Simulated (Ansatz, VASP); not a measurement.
## Zn (Zinc) in two plane-wave programs

One calculation is typed for both programs; each brings its own data sets. How far apart do they land? The cell is taken from a series of runs on this material, whose earlier steps may have relaxed, scaled, displaced or heated it; both programs get it as it stands.

Program: Ansatz 0.2.0. Level of theory: plane waves, with VASP 6.6.1 beside it; zone-centre phonons at PBEsol. Results are calculated unless marked as measured.

**1. Starting point**

It takes space group P6_3/mmc (No. 194, hexagonal). Conventional cell: a = 2.577 Å, b = 2.577 Å, c = 5.102 Å, α = 90.00°, β = 90.00°, γ = 120.00°. Nearest to Zn lie 6 Zn at 2.58 Å.

Coordinates:

```
Zn
1.0
     2.57713    0.00000    0.00000
    -1.28857    2.23186    0.00000
     0.00000    0.00000    5.10206
Zn
2
Direct
  0.33333 0.66667 0.25000
  0.66667 0.33333 0.75000
```

**2. VASP: zone-centre phonons, PBEsol**

Second derivatives magnify differences that forces hide, and they need a tight electronic threshold.

Lines of VASP's logs that name or quote its potential files are left out, and so is its time.

INCAR reads:

```
SYSTEM = Zn
PREC = Accurate
ENCUT = 500
EDIFF = 1E-08
NELM = 120
ISMEAR = 1
SIGMA = 0.2
LREAL = .FALSE.
ALGO = Normal
GGA = PS
NBANDS = 18
LORBIT = 11
LWAVE = .FALSE.
LCHARG = .FALSE.
ISIF = 2
IBRION = 8
LASPH = .TRUE.
GGA_COMPAT = .FALSE.
KPAR = 2
```

POSCAR reads:

```
Zn
1.0
    2.5771308938      0.0000000000      0.0000000000
   -1.2885654469      2.2318608229      0.0000000000
    0.0000000000      0.0000000000      5.1020644252
Zn
2
Direct
    0.3333333353      0.6666666647      0.2500000000
    0.6666666647      0.3333333353      0.7500000000
```

KPOINTS reads:

```
Automatic mesh
0
Gamma
18 18 8
0 0 0
```

Potentials, in the order of the species: Zn (PBE family, release 64).

The run is started by

```
mpirun -np 2 vasp_std
```

Numbers of over 12 decimals in the logs are rounded to 6 here.

Log:

```text
[banner, memory and clock lines left out]
running    2 mpi-ranks, on    1 nodes
 distrk:  each k-point on    1 cores,    2 groups
 distr:  one band on    1 cores,    1 groups

 POSCAR found type information on POSCAR Zn
 POSCAR found :  1 types and       2 ions
|                                                                             |
|               ----> ADVICE to this user running VASP <----                  |
|                                                                             |
|     You enforced a specific xc type in the INCAR file but a different       |
|     [... a line on the potential file left out ...]
|     I HOPE YOU KNOW WHAT YOU ARE DOING!                                     |
|                                                                             |

 LDA part: xc-table for (Slater+PW92), standard interpolation
 POSCAR, INCAR and KPOINTS ok, starting setup
 FFT: planning ... GRIDC
 FFT: planning ... GRID_SOFT
 FFT: planning ... GRID
 WAVECAR not read
 entering main loop
       N       E                     dE             d eps       ncg     rms          rms(c)
DAV:   1     0.103875847040E+03    0.10388E+03   -0.12239E+04  6900   0.208E+03
DAV:   2     0.497531904804E+00   -0.10338E+03   -0.10047E+03  6694   0.290E+02
DAV:   3    -0.346427755450E+01   -0.39618E+01   -0.39493E+01  7482   0.659E+01
DAV:   4    -0.348384926012E+01   -0.19572E-01   -0.19567E-01  7394   0.473E+00
DAV:   5    -0.348387451191E+01   -0.25252E-04   -0.25252E-04  7224   0.150E-01    0.460E+00
DAV:   6    -0.318412591291E+01    0.29975E+00   -0.12871E+00  7202   0.247E+01    0.323E+00
DAV:   7    -0.316902285881E+01    0.15103E-01   -0.45997E-02  8548   0.381E+00    0.168E+00
DAV:   8    -0.316156953074E+01    0.74533E-02   -0.25032E-03  8896   0.744E-01    0.582E-02
DAV:   9    -0.316153213563E+01    0.37395E-04   -0.30650E-04  8798   0.241E-01    0.331E-02
DAV:  10    -0.316153599443E+01   -0.38588E-05   -0.25228E-05  6924   0.477E-02    0.278E-03
DAV:  11    -0.316153586415E+01    0.13029E-06   -0.52384E-07  7420   0.102E-02    0.242E-03
DAV:  12    -0.316153562783E+01    0.23632E-06   -0.14852E-08  5816   0.166E-03    0.477E-04
DAV:  13    -0.316153560509E+01    0.22744E-07   -0.19692E-08  4194   0.290E-03    0.762E-05
DAV:  14    -0.316153560181E+01    0.32742E-08   -0.18643E-09  3694   0.360E-04
   1 F= -.31615356E+01 E0= -.31618416E+01  d E =0.918083E-03
 Linear response reoptimize wavefunctions to high precision
DAV:   1    -0.316153560159E+01    0.22055E-09   -0.36135E-10  3854   0.322E-04
DAV:   2    -0.316153560164E+01   -0.43201E-10   -0.11948E-11  3568   0.288E-05
 Linear response DOF=           2
 Linear response progress:
  Degree of freedom:   1/  2
       N       E                     dE             d eps       ncg     rms          rms(c)
RMM:   1    -0.199836945854E+00   -0.19984E+00   -0.64759E-03 40095   0.176E+00
RMM:   2    -0.199748836752E+00    0.88109E-04   -0.69327E-04 44559   0.253E-01    0.541E-02
RMM:   3    -0.199280007747E+00    0.46883E-03   -0.40151E-05 52272   0.497E-02    0.306E-02
RMM:   4    -0.198787450080E+00    0.49256E-03   -0.41917E-05 50967   0.503E-02    0.248E-03
RMM:   5    -0.198793911823E+00   -0.64617E-05   -0.42021E-07 54155   0.437E-03    0.124E-03
RMM:   6    -0.198787790754E+00    0.61211E-05   -0.32071E-08 53845   0.126E-03    0.149E-04
RMM:   7    -0.198788645385E+00   -0.85463E-06   -0.59085E-09 54098   0.336E-04    0.368E-05
RMM:   8    -0.198787937833E+00    0.70755E-06    0.12697E-09 54520   0.910E-05    0.571E-06
RMM:   9    -0.198787830073E+00    0.10776E-06   -0.29109E-09 53931   0.412E-05    0.148E-06
RMM:  10    -0.198787857743E+00   -0.27669E-07   -0.18820E-09 44061   0.247E-05    0.283E-07
RMM:  11    -0.198787863166E+00   -0.54231E-08   -0.14276E-09 34094   0.206E-05    0.138E-07
 first order change of Fermi-energy  -0.11344E-04
 force on displaced ion       1 direction 1 :  -0.516  -0.000   0.000
 Linear response progress:
  Degree of freedom:   2/  2
       N       E                     dE             d eps       ncg     rms          rms(c)
RMM:   1    -0.225684195336E+00   -0.22568E+00   -0.97471E-03 13383   0.199E+00
RMM:   2    -0.223277322285E+00    0.24069E-02   -0.13642E-03 13608   0.444E-01    0.482E-02
RMM:   3    -0.223202718015E+00    0.74604E-04   -0.39749E-05 16953   0.676E-02    0.285E-02
RMM:   4    -0.223112584215E+00    0.90134E-04   -0.55483E-05 16984   0.320E-02    0.383E-03
RMM:   5    -0.223103826520E+00    0.87577E-05   -0.16344E-05 17602   0.504E-03    0.134E-03
RMM:   6    -0.223101950399E+00    0.18761E-05   -0.40451E-06 17350   0.167E-03    0.286E-04
RMM:   7    -0.223101471181E+00    0.47922E-06   -0.76750E-07 16794   0.519E-04    0.830E-05
RMM:   8    -0.223100651548E+00    0.81963E-06   -0.78205E-08 16635   0.171E-04    0.307E-05
RMM:   9    -0.223099965288E+00    0.68626E-06   -0.19653E-07 17199   0.833E-05    0.405E-06
RMM:  10    -0.223099992109E+00   -0.26821E-07   -0.17786E-08 17085   0.338E-05    0.150E-06
RMM:  11    -0.223099988416E+00    0.36931E-08   -0.25550E-08 14876   0.241E-05    0.400E-07
 first order change of Fermi-energy   0.43015E-04
 force on displaced ion       1 direction 3 :   0.000  -0.000  -1.763
 Linear response finished
```

From OUTCAR (step 2):

```text
ion  position               nearest neighbor table
   1  0.333  0.667  0.250-   2 2.95   2 2.95   2 2.95   2 2.95   2 2.95   2 2.95
   2  0.667  0.333  0.750-   1 2.95   1 2.95   1 2.95   1 2.95   1 2.95   1 2.95

  LATTYP: Found a hexagonal cell.
 ALAT       =     2.5771308938
 C/A-ratio  =     1.9797459405

 Subroutine GETGRP returns: Found 24 space group operations
 (whereof 12 operations were pure point group operations)

The static configuration has the point symmetry D_3d.
 The point group associated with its full space group is D_6h.

 Found    185 irreducible k-points:

   k-points           NKPTS =    185   k-points in BZ     NKDIM =    185   number of bands    NBANDS=     18

   dimension x,y,z NGX =    20 NGY =   20 NGZ =   40
   dimension x,y,z NGXF=    40 NGYF=   40 NGZF=   80

   ENCUT  =  500.0 eV  36.75 Ry    6.06 a.u.   4.70  4.70  9.30*2*pi/ulx,y,z

   NELECT =      24.0000    total number of electrons

 k-points in reciprocal lattice and weights: Automatic mesh
   0.00000000  0.00000000  0.00000000       0.000
   0.05555556 -0.00000000  0.00000000       0.002
   0.11111111 -0.00000000  0.00000000       0.002
   0.16666667  0.00000000  0.00000000       0.002
   0.22222222 -0.00000000  0.00000000       0.002
   0.27777778  0.00000000  0.00000000       0.002
   0.33333333  0.00000000  0.00000000       0.002
   0.38888889 -0.00000000  0.00000000       0.002
   0.44444444 -0.00000000  0.00000000       0.002
[...]
0.33333333  0.27777778  0.50000000       0.005
   0.33333333  0.33333333  0.50000000       0.001

 average (electrostatic) potential at core
       1 -36.6059       2 -36.6059

  Total        0.1033643      0.1033643     -0.5492917      0.0000000     -0.0000000      0.0000000
  in kB        5.6432784      5.6432784    -29.9891473      0.0000000     -0.0000000      0.0000000
  external PRESSURE =      -6.2341968 kB  Pullay stress =       0.0000000 kB

  energy-cutoff  :      500.00
  volume of cell :       29.35
      direct lattice vectors                 reciprocal lattice vectors
     2.577130894  0.000000000  0.000000000     0.388028409  0.224028306  0.000000000
    -1.288565447  2.231860823  0.000000000     0.000000000  0.448056613  0.000000000
     0.000000000  0.000000000  5.102064425     0.000000000  0.000000000  0.195999093

 POSITION                                       TOTAL-FORCE (eV/Angst)
 -----------------------------------------------------------------------------------
      0.00000      1.48791      1.27552        -0.000000      0.000000      0.000000
      1.28857      0.74395      3.82655         0.000000      0.000000      0.000000
 -----------------------------------------------------------------------------------
    total drift:                               -0.000000      0.000000      0.000000

 Eigenvectors and eigenvalues of the dynamical matrix
 ----------------------------------------------------

   1 f  =    3.630106 THz    22.808626 2PiTHz  121.087290 cm-1    15.012904 meV
             X         Y         Z           dx          dy          dz
      0.000000  1.487907  1.275516    -0.000000    0.000000    0.707107
      1.288565  0.743954  3.826548     0.000000   -0.000000   -0.707107

   2 f  =    1.963701 THz    12.338298 2PiTHz   65.502016 cm-1     8.121211 meV
             X         Y         Z           dx          dy          dz
      0.000000  1.487907  1.275516    -0.707107   -0.000000    0.000000
      1.288565  0.743954  3.826548     0.707107    0.000000    0.000000

   3 f  =    1.963701 THz    12.338298 2PiTHz   65.502016 cm-1     8.121211 meV
             X         Y         Z           dx          dy          dz
      0.000000  1.487907  1.275516     0.000000   -0.707107   -0.000000
      1.288565  0.743954  3.826548    -0.000000    0.707107   -0.000000

   4 f  =    0.000000 THz     0.000000 2PiTHz    0.000002 cm-1     0.000000 meV
             X         Y         Z           dx          dy          dz
      0.000000  1.487907  1.275516     0.000690   -0.373542    0.600388
      1.288565  0.743954  3.826548     0.000690   -0.373542    0.600388

   5 f  =    0.000000 THz     0.000000 2PiTHz    0.000001 cm-1     0.000000 meV
             X         Y         Z           dx          dy          dz
      0.000000  1.487907  1.275516     0.707090   -0.003757   -0.003150
      1.288565  0.743954  3.826548     0.707090   -0.003757   -0.003150

   6 f  =    0.000000 THz     0.000000 2PiTHz    0.000001 cm-1     0.000000 meV
             X         Y         Z           dx          dy          dz
      0.000000  1.487907  1.275516     0.004855    0.600377    0.373529
      1.288565  0.743954  3.826548     0.004855    0.600377    0.373529

 ELASTIC MODULI CONTR FROM IONIC RELAXATION (kBar)
 Direction    XX          YY          ZZ          XY          YZ          ZX
 --------------------------------------------------------------------------------
 XX          -0.5316      0.5316      0.0000      0.0000     -0.0000      0.0000
 YY           0.5316     -0.5316     -0.0000      0.0000      0.0000      0.0000
 ZZ           0.0000     -0.0000     -0.0000     -0.0000      0.0000      0.0000
 XY           0.0000      0.0000     -0.0000     -0.5316      0.0000      0.0000
 YZ          -0.0000      0.0000      0.0000      0.0000     -0.0000      0.0000
 ZX           0.0000      0.0000      0.0000      0.0000      0.0000      0.0000
 --------------------------------------------------------------------------------
```

**3. Ansatz: zone-centre phonons, PBEsol**

Ansatz runs on its PAW soft_1 files.

The same cell, functional, mesh and smearing now go to Ansatz, which takes its cutoff from its data sets.

input.yaml reads:

```yaml
crystal:
  lattice:
    - [2.5771308938, 0.0, 0.0]
    - [-1.2885654469, 2.2318608229, 0.0]
    - [0.0, 0.0, 5.1020644252]
  atoms:
    - { symbol: Zn, position: [0.3333333353, 0.6666666647, 0.25] }
    - { symbol: Zn, position: [0.6666666647, 0.3333333353, 0.75] }
kpoints:
  mp_grid: { grid: [18, 18, 8] }
hamiltonian:
  xc: pbesol
  pseudopotentials: { kind: paw, azcp: { folder: soft_1 }, xc_functional: pbe }
scf:
  occupations: { method: methfessel_paxton, width: 0.2 }
output:
  eigenvalues: true
phonons:
  method: dfpt
```

The run is started by

```
ansatz run input.yaml --threads 4 --pin off --max-ram 10240MiB --backend cpu --events-out ev --progress --plain --runs-dir out
```

Log:

```text
zone centre: on kpoints.mp_grid the ground state, and the responses unless they are solved on pairs of k-points, stand on 455 of the mesh's 2592 k-points, reduced under 4 symmetry operations, with k and −k counted as one. Each operation leaves every solved displacement unchanged or reverses it
Engine: ansatz 0.2.0, aarch64-unknown-linux-gnu
Pseudopotentials: kind: paw
Pseudopotential: Zn, paw, valence charge 12, recommended cutoff 420 eV (normal), soft_1/Zn.paw.azcp
Functional definition: PBEsol
  exchange = pbesol_x
  correlation = pbesol_c
Crystal: 2 atoms, lattice volume = 29.346 Å³
Basis set: ecut = 420 eV, 623 PW (Γ), exchange–correlation on 36×36×72 points (8 copies of the dense FFT grid, shifted against one another)
Bands: 16, of which v1, the nominal top of the filled ones, is band 12 counted from 1 (11 counted from 0)
Symmetry: 24 space group operations
k-points: 455 of 2592 (irreducible under 4 space group operations, time reversal used)
Non-local potential: Zn, projectors of the file, l = 0: 2, l = 1: 2, l = 2: 3, l = 3: 1
PAW form: soft (Blöchl's): semilocal exchange-correlation on the pseudo side does not see the compensation charge
PAW frozen core: Zn, regenerated for the run's functional, and the local potential with it (the file was generated under x = pbe(κ = 0.804, μ = 0.219515), c = pbe(β = 0.066725))
PAW one-centre angular grid: Zn, 590 points (default); XC on 64 Gauss nodes
Initial density: superposition of atomic densities (chi_scale 0.1, normalization cell)
Initial wavefunctions: pseudopotential atomic-orbital guess
Functional: x = pbesol(κ = 0.804, μ = 0.123457), c = pbesol(β = 0.046)
SCF iter   1: F=—  HF=-6562.101483 eV  |F-HF|=—  |Δ(HF+E_count)|=         —  Δρ=6.72e-2  dr2=9.91e-1  ethr=3.10e-3  ⟨swp⟩=5.7  Hψ=42981  notcnv=0
preconditioner: auto → none  [metal: Δε(μ)=0.054 eV  Ē_g=12.635 eV  σ=0.200 eV  W_gap=0.23  n_scr=4 (ndim 8)  ℏωp=33.6 eV  f_vac=0.000  D(μ)=0.28/eV (n_scr^D=2)  sad-step TF]
SCF iter   2: F=—  HF=-6561.858299 eV  |F-HF|=—  |Δ(HF+E_count)|=   2.43e-1  S|Δr|=    0.00e0  Δρ=2.42e-2  dr2=8.33e-2  ethr=3.10e-3  ⟨swp⟩=2.0  Hψ=18000  notcnv=0  defer=8
SCF iter   3: F=—  HF=-6561.807058 eV  |F-HF|=—  |Δ(HF+E_count)|=   5.12e-2  S|Δr|=    0.00e0  Δρ=1.08e-2  dr2=2.48e-2  ethr=3.47e-4  ⟨swp⟩=2.0  Hψ=16682  notcnv=0  defer=8
SCF iter   4: F=—  HF=-6561.804541 eV  |F-HF|=—  |Δ(HF+E_count)|=   2.52e-3  S|Δr|=    0.00e0  Δρ=5.02e-3  dr2=2.21e-3  ethr=1.03e-4  ⟨swp⟩=2.2  Hψ=11710  notcnv=0  defer=8
SCF iter   5: F=—  HF=-6561.805470 eV  |F-HF|=—  |Δ(HF+E_count)|=   9.29e-4  S|Δr|=    0.00e0  Δρ=6.09e-4  dr2=3.45e-5  ethr=9.22e-6  ⟨swp⟩=2.0  Hψ=12731  notcnv=0  defer=8
SCF iter   6: F=—  HF=-6561.805483 eV  |F-HF|=—  |Δ(HF+E_count)|=   1.21e-5  S|Δr|=    0.00e0  Δρ=6.70e-5  dr2=4.54e-7  ethr=1.44e-7  ⟨swp⟩=2.0  Hψ=12688  notcnv=0  defer=8
SCF iter   7: F=—  HF=-6561.805483 eV  |F-HF|=—  |Δ(HF+E_count)|=   1.07e-7  S|Δr|=    0.00e0  Δρ=3.17e-6  dr2=1.24e-9  ethr=1.89e-9  ⟨swp⟩=2.0  Hψ=12456  notcnv=0  defer=8
SCF iter   8: F=-6561.805483 eV  HF=-6561.805483 eV  |F-HF|=4.55e-12  |Δ(HF+E_count)|=  3.81e-10  S|Δr|=    0.00e0  Δρ=1.57e-7  dr2=2.10e-12  ethr=1.00e-12  ⟨swp⟩=5.4  Hψ=43834  notcnv=0
SCF 1 converged in 8 iterations: F = -6561.805483 eV  dr2 = 2.10e-12
  greatest PAW one-centre occupation: 0.981 electrons in one spin orbital (limit 2), on the Zn atom at site 1 (counted from 0), in its partial waves of l = 2
DFPT response loops at Γ: preconditioner auto → Kerker (q_TF=auto, 2.638 Å⁻¹) (partly filled bands, converged f_vac=0.000); β = 1.00, the filter's whole step (`scf.mixing.beta` (0.50) is not read by the response loops under this deck's `scf.mixing.preconditioner`; to damp them name `kerker` or `kerker_dos`, under which they read `scf.mixing.beta`, and type it under 1.00, their step now; both keys bind the ground state too); Broyden in place of MSR1
SCF converged after 8 iterations
Stability not checked: this state was not tested for a lower state beside it, because cold or Methfessel-Paxton smearing, or corrected tetrahedra, fill the levels in a way that the test cannot read (fill_not_monotonic; see scf.lower_state_search)
Free energy (F): -6561.805483 eV
Harris-Foulkes:  -6561.805483 eV  (|F-HF|=4.55e-12)
Internal energy: -6561.806376 eV  (E = F + TS)
E sigma→0 (E₀):  -6561.805706 eV
Entropy (-TS):   0.000893 eV (0.446 meV/atom)
Fermi energy:    11.197951 eV
--- Per-component energies (eV) ---
  E_band       = 102.192276
  E_kinetic    = 296.440642
  E_local      = -3490.868693  (includes V_loc(G=0)·N_el)
  E_nonlocal   = 1634.937257
  E_hartree    = 1298.982794
  E_xc         = -156.762776
  E_vxc        = -104.346406  (∫ρ·V_xc dr)
  E_paw        = -3715.447054  (= ΣΔE_a)
  E_vpaw       = -831.935559  (= ΣTr[D̂ρ^β])
  E_aug_tail   = -0.000511  (compensation charges beyond the density's cutoff)
  E_ewald      = -2430.682746
  E_core_change = 1.594712  (= ΣΔE_core)
  E_smearing   = 0.000893  (= −TS)
  E_closure    = -0.000000  (closes the sum)
  Σ components = -6561.805483   (vs F -6561.805483, Δ=0.00e0)
--- Band table (eV; the first three rows and the last of 455) ---
  k-point 0: bands = [... 8 lower, 4.0820, 4.2430, 4.2430, 7.2496, 7.6433, 23.0818, 27.0308, 30.5272]
  k-point 1: bands = [... 8 lower, 4.0896, 4.2381, 4.2381, 6.0489, 9.0470, 21.7050, 28.5259, 30.6155]
  k-point 2: bands = [... 8 lower, 4.1104, 4.2236, 4.2236, 4.9091, 10.8113, 19.4076, 30.8734, 30.8734]
  k-point 454: bands = [... 8 lower, 4.2775, 4.2775, 8.6851, 8.6851, 15.7432, 15.7432, 17.3835, 17.3835]
--- Phonons (Γ-DFPT): 2 representative perturbations + reference, on 455 of 2592 k-points (Σ response iterations 7) ---
  k mesh reduced under 4 symmetry operations, with k and −k counted as one. Each operation leaves every solved displacement unchanged or reverses it
  ASR residual: 1.178e-5 → 0.000e0 eV/Å²; symmetrization residual: 1.950e-13 eV/Å²
  ASR residual per site (eV/Å²): 1.18e-5 1.18e-5
  Γ frequencies (cm⁻¹): 0.00 0.00 0.00 65.09 65.09 119.58
  non-analytic LO–TO correction: not included (Born effective charges unavailable; polar crystals: no LO–TO splitting at Γ)
```

**4. Side by side**

Known differences besides the potentials themselves: the cutoff is 420 eV in Ansatz and 500 eV in VASP; Ansatz makes its cores anew for this functional, VASP keeps those of its PBE data sets. Total energies have different zeros and are not compared.

The two programs side by side:

| quantity | Ansatz | VASP | difference |
| --- | --- | --- | --- |
| optical mode 1 to 2 (cm⁻¹) | 65.1 | 65.5 | -0.63 % |
| optical mode 3 (cm⁻¹) | 119.6 | 121.1 | -1.24 % |

Modes are paired by rising frequency, not by their patterns, so a pair may set unlike modes beside each other; they are those without the splitting of longitudinal modes.

**5. Outcome**

```
r.m.s. difference of the optical zone-centre modes, each program's sorted by frequency (zone-centre phonons, PBEsol) : 0.93 cm⁻¹
difference in optical mode 3 (zone-centre phonons, PBEsol)                                                           : -1.2 %
```

In words: The r.m.s. difference of the optical zone-centre modes, each program's sorted by frequency is 0.93 cm⁻¹ (zone-centre phonons, PBEsol). Among the rows given in per cent, the largest difference of the zone-centre phonons, PBEsol pair is in optical mode 3, -1.2 %. Such differences can come from data sets, numerical settings and the points named under the comparisons, not from the functional's error against experiment.

[Lines on the potential files, build, host, timing and source positions are cut from VASP's logs without a mark.]

[Logs are printed without paths, hosts, clocks, repeated set-up lines and the standing remarks that a program may print on its own settings, such as how far it seeks lower states.]

[Hosts, paths, dates, database ids (printed as entryN), source tags and the programs' standing remarks are cut or masked in the printed files.]
